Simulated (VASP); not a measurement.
Calculation: PBE GGA, VASP's PBE PAW potentials (set 64) (plane waves; VASP).

The input files of a VASP run:

File KPOINTS:
```
Automatic
0
Gamma
  12 12 7
0 0 0
```

**POSCAR**
```
GaN
3.2191780
  0.5000000788  -0.8660255281   0.0000000000
  0.5000000788   0.8660255281   0.0000000000
  0.0000000000   0.0000000000   1.6282111581
Ga N
2 2
Cart
  0.5000000788  -0.2886757534   0.8141837485
  0.5000000788   0.2886757534   0.0000781694
  0.5000000788  -0.2886757534   1.4278630162
  0.5000000788   0.2886757534   0.6137574372
```

**INCAR**
```
SYSTEM=GaN
PREC=Accurate; ENCUT=520; LREAL=F
LASPH=T; NBANDS=66
EDIFF=1E-7; NELM=100; ALGO=Normal
LMAXMIX=4
ISMEAR=0; SIGMA=0.01
GGA=PE
LWAVE=F; LCHARG=F; NEDOS=1001
LOPTICS=T; CSHIFT=0.1
```

POTCAR, in this order: Ga_d N (PBE.64 set). Program: vasp_std.

The resulting files:

**OSZICAR**
```
       N       E                     dE             d eps       ncg     rms          rms(c)
DAV:   1     0.314491759478E+03    0.31449E+03   -0.11633E+04 14940   0.101E+03
DAV:   2     0.134396113514E+02   -0.30105E+03   -0.25495E+03 10096   0.292E+02
DAV:   3    -0.272535522595E+02   -0.40693E+02   -0.39705E+02 11740   0.747E+01
DAV:   4    -0.282473947130E+02   -0.99384E+00   -0.99229E+00 11814   0.119E+01
DAV:   5    -0.282545369683E+02   -0.71423E-02   -0.71415E-02 11748   0.991E-01    0.108E+01
DAV:   6    -0.243421373755E+02    0.39124E+01   -0.23341E+00 16380   0.189E+01    0.346E+00
DAV:   7    -0.243472742898E+02   -0.51369E-02   -0.47952E-01 11374   0.311E+00    0.255E+00
DAV:   8    -0.243355940882E+02    0.11680E-01   -0.92866E-02 11708   0.113E+00    0.128E+00
DAV:   9    -0.243274761825E+02    0.81179E-02   -0.52005E-03 12304   0.553E-01    0.397E-01
DAV:  10    -0.243278934548E+02   -0.41727E-03   -0.16202E-03 11462   0.129E-01    0.127E-01
DAV:  11    -0.243278738831E+02    0.19572E-04   -0.58054E-05 12690   0.819E-02    0.493E-02
DAV:  12    -0.243278745868E+02   -0.70372E-06   -0.96944E-06 11684   0.125E-02    0.749E-03
DAV:  13    -0.243278741707E+02    0.41611E-06   -0.63496E-07 11726   0.540E-03    0.471E-03
DAV:  14    -0.243278742973E+02   -0.12656E-06   -0.30504E-07 11616   0.254E-03    0.552E-04
DAV:  15    -0.243278743025E+02   -0.52814E-08   -0.10450E-08  7328   0.389E-04
   1 F= -.24327874E+02 E0= -.24327874E+02  d E =-.173489E-14
 imaginary and real dielectric function
```

### OUTCAR
```
------------------------ aborting loop because EDIFF is reached ----------------------------------------
  FORCE on cell =-STRESS in cart. coord.  units (eV):
  Direction    XX          YY          ZZ          XY          YZ          ZX
  --------------------------------------------------------------------------------------
  Total        0.0071393      0.0071393      0.0518548      0.0000000      0.0000000      0.0000000
  in kB        0.2431579      0.2431579      1.7661326      0.0000000      0.0000000      0.0000000
  external PRESSURE =       0.7508161 kB  Pullay stress =       0.0000000 kB
  volume of cell :       47.04
      direct lattice vectors                 reciprocal lattice vectors
     1.609589254 -2.787890328  0.000000000     0.310638257 -0.179347084  0.000000000
     1.609589254  2.787890328  0.000000000     0.310638257  0.179347084  0.000000000
     0.000000000  0.000000000  5.241501540     0.000000000  0.000000000  0.190785025
  FREE ENERGIE OF THE ION-ELECTRON SYSTEM (eV)
  ---------------------------------------------------
  free  energy   TOTEN  =       -24.3278743025 eV

  energy  without entropy=      -24.3278743025  energy(sigma->0) =      -24.32787430

 plasma frequency squared (from intraband transitions) (eV^2)
  --------------------------------------------------------------------------------------
       0.000      -0.000       0.000
       0.000       0.000       0.000
      -0.000       0.000       0.000

 plasma frequency squared (from interband transitions, int dw w eps(2)(w)) (eV^2)
  --------------------------------------------------------------------------------------
     540.791       0.000      -0.000       0.000      -0.000      -0.000
      -0.000      -0.000     540.791       0.000       0.000      -0.000
      -0.000       0.000       0.000       0.000     539.023       0.000
```
(Selected blocks of OUTCAR.)

The dielectric response may not be converged in the k-mesh; for small gaps it tends to come out too large.

The compound is GaN in the wurtzite structure. It was relaxed first.
